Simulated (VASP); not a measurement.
Computed with PBEsol GGA, VASP's PBE PAW potentials (set 64) (plane waves; VASP).

VASP input:

KPOINTS:
```
Automatic mesh
0
Gamma
 7 7 2
0 0 0
```

INCAR:
```
ALGO = Normal
EDIFF = 1E-6
EDIFFG = -0.02
ENCUT = 400
GGA = PS
IBRION = 2
ISIF = 3
ISMEAR = 0
LASPH = .True.
LCHARG = .False.
LMAXMIX = 4
LREAL = .False.
LWAVE = .False.
NELM = 100
NSW = 60
PREC = Accurate
SIGMA = 0.05
SYSTEM = MoS2
```

**POSCAR**
```
MoS2
1.0
  1.5694397157  -2.7183490566   0.0000000000
  1.5694397157   2.7183490566   0.0000000000
  0.0000000000   0.0000000000  12.1915935107
Mo S
2 4
Cartesian
  1.5694397157   0.9061181644   3.0478983777
  1.5694397157  -0.9061181644   9.1436951330
  1.5694397157   0.9061181644  10.7042532059
  1.5694397157  -0.9061181644   4.6084564506
  1.5694397157  -0.9061181644   1.4873403048
  1.5694397157   0.9061181644   7.5831370601
```

POTCAR, in this order: Mo_sv S (PBE.64 set). Program: vasp_std.

The resulting files:

**OSZICAR**
```
       N       E                     dE             d eps       ncg     rms          rms(c)
DAV:   1     0.385695166201E+03    0.38570E+03   -0.26468E+04  1128   0.131E+03
DAV:   2    -0.284526238456E+02   -0.41415E+03   -0.40520E+03  1251   0.364E+02
DAV:   3    -0.493446240156E+02   -0.20892E+02   -0.20774E+02  1276   0.722E+01
DAV:   4    -0.497540807841E+02   -0.40946E+00   -0.40850E+00  1212   0.103E+01
DAV:   5    -0.497647496041E+02   -0.10669E-01   -0.10665E-01  1271   0.155E+00    0.371E+01
DAV:   6    -0.475934268031E+02    0.21713E+01   -0.20462E+01  1102   0.244E+01    0.130E+01
DAV:   7    -0.472330218907E+02    0.36040E+00   -0.92248E+00  1106   0.151E+01    0.853E+00
DAV:   8    -0.468911626927E+02    0.34186E+00   -0.15540E+00  1309   0.683E+00    0.304E+00
DAV:   9    -0.469000969680E+02   -0.89343E-02   -0.15099E-01  1320   0.185E+00    0.134E+00
DAV:  10    -0.468920284006E+02    0.80686E-02   -0.60777E-02  1216   0.139E+00    0.333E-01
DAV:  11    -0.468919557380E+02    0.72663E-04   -0.25536E-03  1230   0.282E-01    0.178E-01
DAV:  12    -0.468918945923E+02    0.61146E-04   -0.27197E-04  1256   0.862E-02    0.893E-02
DAV:  13    -0.468918886240E+02    0.59683E-05   -0.18066E-04  1282   0.688E-02    0.198E-02
DAV:  14    -0.468918893113E+02   -0.68733E-06   -0.20516E-05  1214   0.258E-02    0.238E-02
DAV:  15    -0.468918891185E+02    0.19281E-06   -0.25168E-06   973   0.996E-03
   1 F= -.46891889E+02 E0= -.46891889E+02  d E =-.468919E+02
       N       E                     dE             d eps       ncg     rms          rms(c)
DAV:   1    -0.468947594758E+02   -0.28702E-02   -0.88532E-02  1020   0.194E+00    0.408E-01
DAV:   2    -0.468931354516E+02    0.16240E-02   -0.16901E-02  1153   0.801E-01    0.265E-01
DAV:   3    -0.468926673077E+02    0.46814E-03   -0.17320E-03  1127   0.207E-01    0.769E-02
DAV:   4    -0.468925957991E+02    0.71509E-04   -0.37253E-04  1161   0.956E-02    0.507E-02
DAV:   5    -0.468925930867E+02    0.27125E-05   -0.29860E-05  1211   0.352E-02    0.381E-02
DAV:   6    -0.468925880870E+02    0.49996E-05   -0.14201E-05  1151   0.190E-02    0.604E-03
DAV:   7    -0.468925872701E+02    0.81696E-06   -0.25840E-06   841   0.881E-03
   2 F= -.46892587E+02 E0= -.46892587E+02  d E =-.698152E-03
       N       E                     dE             d eps       ncg     rms          rms(c)
DAV:   1    -0.469137331536E+02   -0.21145E-01   -0.79171E-01   992   0.582E+00    0.123E+00
DAV:   2    -0.468991785256E+02    0.14555E-01   -0.15230E-01  1104   0.241E+00    0.798E-01
DAV:   3    -0.468949568356E+02    0.42217E-02   -0.15644E-02  1086   0.626E-01    0.233E-01
DAV:   4    -0.468943087544E+02    0.64808E-03   -0.34458E-03  1147   0.286E-01    0.153E-01
DAV:   5    -0.468942955218E+02    0.13233E-04   -0.28648E-04  1219   0.109E-01    0.117E-01
DAV:   6    -0.468942701500E+02    0.25372E-04   -0.12105E-04  1230   0.560E-02    0.207E-02
DAV:   7    -0.468942670021E+02    0.31479E-05   -0.23131E-05  1204   0.245E-02    0.452E-03
DAV:   8    -0.468942670835E+02   -0.81352E-07   -0.53283E-07   706   0.414E-03
   3 F= -.46894267E+02 E0= -.46894267E+02  d E =-.237796E-02
       N       E                     dE             d eps       ncg     rms          rms(c)
DAV:   1    -0.469732874027E+02   -0.79020E-01   -0.31456E+00   992   0.116E+01    0.247E+00
DAV:   2    -0.469157887057E+02    0.57499E-01   -0.61387E-01  1104   0.485E+00    0.160E+00
DAV:   3    -0.468986275943E+02    0.17161E-01   -0.62693E-02  1056   0.126E+00    0.475E-01
DAV:   4    -0.468959930139E+02    0.26346E-02   -0.14413E-02  1120   0.572E-01    0.310E-01
DAV:   5    -0.468959474733E+02    0.45541E-04   -0.12127E-03  1200   0.220E-01    0.237E-01
DAV:   6    -0.468958739894E+02    0.73484E-04   -0.43818E-04  1239   0.107E-01    0.486E-02
DAV:   7    -0.468958666098E+02    0.73796E-05   -0.89355E-05  1190   0.473E-02    0.896E-03
DAV:   8    -0.468958669236E+02   -0.31385E-06   -0.27483E-06   970   0.818E-03
   4 F= -.46895867E+02 E0= -.46895867E+02  d E =-.397781E-02
       N       E                     dE             d eps       ncg     rms          rms(c)
DAV:   1    -0.468977241056E+02   -0.18575E-02   -0.19581E-01   992   0.284E+00    0.812E-01
DAV:   2    -0.468963027138E+02    0.14214E-02   -0.11750E-02  1087   0.671E-01    0.194E-01
DAV:   3    -0.468958225671E+02    0.48015E-03   -0.13226E-03  1190   0.204E-01    0.109E-01
DAV:   4    -0.468957817461E+02    0.40821E-04   -0.52460E-04  1225   0.141E-01    0.369E-02
DAV:   5    -0.468957690508E+02    0.12695E-04   -0.63596E-05  1212   0.401E-02    0.207E-02
DAV:   6    -0.468957726904E+02   -0.36396E-05   -0.90814E-06  1068   0.147E-02    0.576E-03
DAV:   7    -0.468957732847E+02   -0.59426E-06   -0.10849E-06   678   0.670E-03
   5 F= -.46895773E+02 E0= -.46895773E+02  d E =0.936390E-04
       N       E                     dE             d eps       ncg     rms          rms(c)
DAV:   1    -0.468966717395E+02   -0.89905E-03   -0.57506E-02   992   0.154E+00    0.434E-01
DAV:   2    -0.468962551297E+02    0.41661E-03   -0.34505E-03  1095   0.363E-01    0.106E-01
DAV:   3    -0.468961135633E+02    0.14157E-03   -0.40836E-04  1184   0.112E-01    0.592E-02
DAV:   4    -0.468960998539E+02    0.13709E-04   -0.15569E-04  1196   0.760E-02    0.195E-02
DAV:   5    -0.468960943687E+02    0.54851E-05   -0.17205E-05  1069   0.209E-02    0.111E-02
DAV:   6    -0.468960927597E+02    0.16090E-05   -0.27566E-06   819   0.853E-03    0.321E-03
DAV:   7    -0.468960922833E+02    0.47639E-06   -0.34973E-07   601   0.367E-03
   6 F= -.46896092E+02 E0= -.46896092E+02  d E =-.225360E-03
```

File OUTCAR:
```
------------------------ aborting loop because EDIFF is reached ----------------------------------------
  FORCE on cell =-STRESS in cart. coord.  units (eV):
  Direction    XX          YY          ZZ          XY          YZ          ZX
  --------------------------------------------------------------------------------------
  Total       -0.0062512     -0.0062512      0.1175917      0.0000000      0.0000000      0.0000000
  in kB       -0.0948121     -0.0948120      1.7835250      0.0000000      0.0000000      0.0000000
  external PRESSURE =       0.5313003 kB  Pullay stress =       0.0000000 kB
  volume of cell :      105.64
      direct lattice vectors                 reciprocal lattice vectors
     1.569932297 -2.719202232 -0.000000000     0.318485072 -0.183877460 -0.000000000
     1.569932297  2.719202232 -0.000000000     0.318485072  0.183877460 -0.000000000
     0.000000000 -0.000000000 12.372446543     0.000000000 -0.000000000  0.080824758
 POSITION                                       TOTAL-FORCE (eV/Angst)
 -----------------------------------------------------------------------------------
      1.56993      0.90640      3.09311        -0.000000      0.000000      0.000000
      1.56993     -0.90640      9.27933         0.000000     -0.000000      0.000000
      1.56993      0.90640     10.83783         0.000000     -0.000000      0.008167
      1.56993     -0.90640      4.65160         0.000000      0.000000      0.008167
      1.56993     -0.90640      1.53462        -0.000000      0.000000     -0.008167
      1.56993      0.90640      7.72084         0.000000     -0.000000     -0.008167
 -----------------------------------------------------------------------------------
    total drift:                                0.000000      0.001592     -0.000028
  FREE ENERGIE OF THE ION-ELECTRON SYSTEM (eV)
  ---------------------------------------------------
  free  energy   TOTEN  =       -46.8960922833 eV

  energy  without entropy=      -46.8960922833  energy(sigma->0) =      -46.89609228

 reached required accuracy - stopping structural energy minimisation
```
(Selected blocks of OUTCAR.)

CONTCAR:
```
MoS2
   1.00000000000000
     1.5699322970134797   -2.7192022322082781   -0.0000000000000000
     1.5699322970134797    2.7192022322082781   -0.0000000000000000
     0.0000000000000000   -0.0000000000000000   12.3724465428721295
  Mo              S
     2     4
Direct
     0.3333330000000032    0.6666669999999968    0.2500000000000000
     0.6666669999999968    0.3333330000000032    0.7500000000000000
     0.3333330000000032    0.6666669999999968    0.8759648090593016
     0.6666669999999968    0.3333330000000032    0.3759648090593015
     0.6666669999999968    0.3333330000000032    0.1240351909406985
     0.3333330000000032    0.6666669999999968    0.6240351909406984
```

File OUTCAR:
```
 val. band max:        7.5526520124   @ k =   0.0000   0.0000   0.0000

 cond. band min:       8.5734907304   @ k =   0.1429   0.1429   0.0000


 Fermi energy:         7.9268946965

 k-point     1 :       0.0000    0.0000    0.0000
  band No.  band energies     occupation
      1     -53.7905      2.00000
      2     -53.7905      2.00000
      3     -28.0064      2.00000
      4     -28.0055      2.00000
      5     -27.7428      2.00000
      6     -27.7428      2.00000
      7     -27.7424      2.00000
      8     -27.7424      2.00000
      9      -7.4771      2.00000
     10      -7.2195      2.00000
     11      -6.2098      2.00000
     12      -5.7784      2.00000
     13       0.5686      2.00000
     14       1.5688      2.00000
     15       4.0167      2.00000
     16       4.2723      2.00000
     17       4.2723      2.00000
     18       4.2834      2.00000
     19       4.2834      2.00000
     20       5.4155      2.00000
     21       5.4155      2.00000
     22       5.4569      2.00000
     23       5.4570      2.00000
     24       6.3101      2.00000
     25       6.3390      2.00000
     26       7.5527      2.00000
     27       9.7752      0.00000
     28       9.7753      0.00000
     29       9.8001      0.00000
     30       9.8002      0.00000
     31       9.9774      0.00000

 k-point     2 :       0.1429   -0.0000    0.0000
  band No.  band energies     occupation
      1     -53.7820      2.00000
      2     -53.7820      2.00000
      3     -27.9898      2.00000
      4     -27.9894      2.00000
      5     -27.8265      2.00000
      6     -27.8265      2.00000
      7     -27.7618      2.00000
      8     -27.7615      2.00000
      9      -7.1594      2.00000
     10      -6.9064      2.00000
     11      -6.0610      2.00000
     12      -5.6672      2.00000
     13       0.9145      2.00000
     14       1.8946      2.00000
     15       3.4905      2.00000
     16       3.6354      2.00000
     17       3.6779      2.00000
...
```

Without a dispersion term in the relaxation, distances and binding between the weakly bound layers, chains or molecules are unreliable, and so is what depends on them.

The compound is MoS2 in the 2H layered structure. This run relaxes it. Symmetry was kept, so distortions that lower it aren't found. The start is the result of an earlier pass.
